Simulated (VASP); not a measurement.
Computed with LDA (Ceperley-Alder, Perdew-Zunger), VASP's LDA PAW potentials (set 64) (plane waves; VASP 6.6.1).

The input files of a VASP run:

### KPOINTS
```
Automatic mesh
0
Gamma
 9 9 6
```

INCAR:
```
EDIFF = 1E-6   # SCF stop (eV)
ALGO = Normal   # blocked Davidson
ENCUT = 300   # plane-wave cut-off (eV)
ISMEAR = 0   # Gaussian
LASPH = .TRUE.   # aspherical one-centre terms
LMAXMIX = 4   # l cut-off of mixed one-centre charges
PREC = Accurate
ISIF = 2
SIGMA = 0.272   # width (eV)
LREAL = .FALSE.   # projection in real space or not
LWAVE = .FALSE.
LCHARG = .FALSE.
NELM = 100   # most electronic steps
SYSTEM = Ni2Ge
```

### POSCAR
```
Ni2Ge
1
    3.9798100000     0.0000000000     0.0000000000
   -1.9899050000     3.4466170000     0.0000000000
    0.0000000000     0.0000000000     5.0238800000
Ni Ge
4 2
Direct
  0.6666670000   0.3333330000   0.2500000000
  0.3333330000   0.6666670000   0.7500000000
  0.0000000000   0.0000000000   0.0000000000
  0.0000000000   0.0000000000   0.5000000000
  0.6666670000   0.3333330000   0.7500000000
  0.3333330000   0.6666670000   0.2500000000
```

POTCAR, in this order: Ni Ge_d (LDA.64 set). Program: vasp_std.

What VASP printed:

**OSZICAR**
```
       N       E                     dE             d eps       ncg     rms          rms(c)
DAV:   1     0.494259840727E+03    0.49426E+03   -0.21094E+04  4408   0.291E+03
DAV:   2     0.352724833905E+02   -0.45899E+03   -0.44458E+03  3840   0.652E+02
DAV:   3    -0.398558510416E+02   -0.75128E+02   -0.73639E+02  4000   0.193E+02
DAV:   4    -0.426781088835E+02   -0.28223E+01   -0.28110E+01  4432   0.444E+01
DAV:   5    -0.427369830710E+02   -0.58874E-01   -0.58871E-01  4528   0.590E+00    0.197E+01
DAV:   6    -0.432997534474E+02   -0.56277E+00   -0.58342E+01  4560   0.819E+01    0.192E+01
DAV:   7    -0.392050968631E+02    0.40947E+01   -0.17285E+01  4232   0.734E+01    0.957E+00
DAV:   8    -0.392350186139E+02   -0.29922E-01   -0.63064E+00  4384   0.459E+01    0.671E+00
DAV:   9    -0.389458705801E+02    0.28915E+00   -0.12894E+00  4776   0.232E+01    0.199E+00
DAV:  10    -0.389076944680E+02    0.38176E-01   -0.27044E-01  4128   0.565E+00    0.575E-01
DAV:  11    -0.389059219414E+02    0.17725E-02   -0.25990E-02  4656   0.162E+00    0.238E-01
DAV:  12    -0.389058769432E+02    0.44998E-04   -0.19883E-03  4496   0.694E-01    0.125E-01
DAV:  13    -0.389057833022E+02    0.93641E-04   -0.58687E-04  4336   0.455E-01    0.254E-02
DAV:  14    -0.389057857447E+02   -0.24425E-05   -0.70276E-05  3992   0.880E-02    0.133E-02
DAV:  15    -0.389057846242E+02    0.11205E-05   -0.81490E-06  4104   0.311E-02    0.583E-03
DAV:  16    -0.389057845314E+02    0.92761E-07   -0.19857E-06  2288   0.170E-02
   1 F= -.38905785E+02 E0= -.38843331E+02  d E =-.124907E+00
```

File OUTCAR:
```
------------------------ aborting loop because EDIFF is reached ----------------------------------------
  FORCE on cell =-STRESS in cart. coord.  units (eV):
  Direction    XX          YY          ZZ          XY          YZ          ZX
  --------------------------------------------------------------------------------------
  Total       -3.4621421     -3.4621430     -3.0830421      0.0000000      0.0000000      0.0000000
  in kB      -80.4935078    -80.4935282    -71.6795748      0.0000000      0.0000000      0.0000000
  external PRESSURE =     -77.5555370 kB  Pullay stress =       0.0000000 kB
  volume of cell :       68.91
      direct lattice vectors                 reciprocal lattice vectors
     3.979810000  0.000000000  0.000000000     0.251268277  0.145069789  0.000000000
    -1.989905000  3.446617000  0.000000000     0.000000000  0.290139577  0.000000000
     0.000000000  0.000000000  5.023880000     0.000000000  0.000000000  0.199049340
 POSITION                                       TOTAL-FORCE (eV/Angst)
 -----------------------------------------------------------------------------------
      1.98991      1.14887      1.25597         0.000000     -0.000000      0.000000
     -0.00000      2.29775      3.76791        -0.000000      0.000000      0.000000
      0.00000      0.00000      0.00000        -0.000000      0.000000      0.000000
      0.00000      0.00000      2.51194        -0.000000      0.000000      0.000000
      1.98991      1.14887      3.76791         0.000000      0.000000      0.000000
     -0.00000      2.29775      1.25597         0.000000     -0.000000      0.000000
 -----------------------------------------------------------------------------------
    total drift:                               -0.000048      0.000028      0.000029
  FREE ENERGIE OF THE ION-ELECTRON SYSTEM (eV)
  ---------------------------------------------------
  free  energy   TOTEN  =       -38.9057845314 eV

  energy  without entropy=      -38.7808777913  energy(sigma->0) =      -38.84333116
```
(Selected blocks of OUTCAR.)

At this cut-off the stress carries a Pulay error, which pulls relaxed volumes low.

The structure comes from a computed database's Ni2Ge entry; how it stands against other phases isn't given here. The cell was not relaxed at this level. The run is one of a series of settings (GGA removed, POTCAR Ni Ge_d (LDA.64 set) against the base run), some of them coarse on purpose. The run is not spin-polarised, so no magnetic state was tried.
